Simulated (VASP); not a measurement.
Input:

```
CELL_PARAMETERS angstrom
      0.00000     3.05453     3.05453
      3.05453     0.00000     3.05453
      3.05453     3.05453     0.00000
ATOMIC_POSITIONS crystal
  Pb 0.00000 0.00000 0.00000
  S  0.50000 0.50000 0.50000
```

The numbers are results of vdW-DF2, VASP's PBE PAW potentials (set 64) (plane waves; VASP), not measurements. Run with 520 eV cut-off, 7×7×7 Γ-centred mesh, Gaussian smearing of 0.050 eV, potentials Pb_d S.

Give the stress tensor in GPa (positive for a compressed cell).

```
1.56  0.00  0.00
0.00  1.56  0.00
0.00  0.00  1.56
```
The pressure is its mean diagonal, 1.56 GPa.

The compound is PbS in the rock salt structure. This cell is one point of a volume scan, at 0.97 of the reference volume.
